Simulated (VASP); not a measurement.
Data:

```yaml
crystal:
  lattice:
    - [0.00000, 2.27512, 2.27512]
    - [2.27512, 0.00000, 2.27512]
    - [2.27512, 2.27512, 0.00000]
  atoms:
    - { symbol: Na, position: [0.00000, 0.00000, 0.00000] }
    - { symbol: F, position: [0.50000, 0.50000, 0.50000] }
```

Computed with r2SCAN+rVV10, VASP's PBE PAW potentials (set 64) (plane waves; VASP). Run with 520 eV cut-off, 13×13×13 Γ-centred mesh, Gaussian smearing of 0.010 eV, potentials Na_pv F.

Question: Predict the energy per atom (σ→0), band gap (on the k-mesh) with the smallest direct gap where there is one.

Answer: 
band gap (on the k-mesh): 7.41 eV
smallest direct gap (on the k-mesh): 7.41 eV
energy per atom (σ→0): -6.046 eV/atom

Only differences to runs with the same potentials and settings are physical.

The structure comes from a measured NaF entry (Fm-3m) of the Crystallography Open Database, whose conditions weren't checked. It was relaxed first, which changed the volume by -5 %.
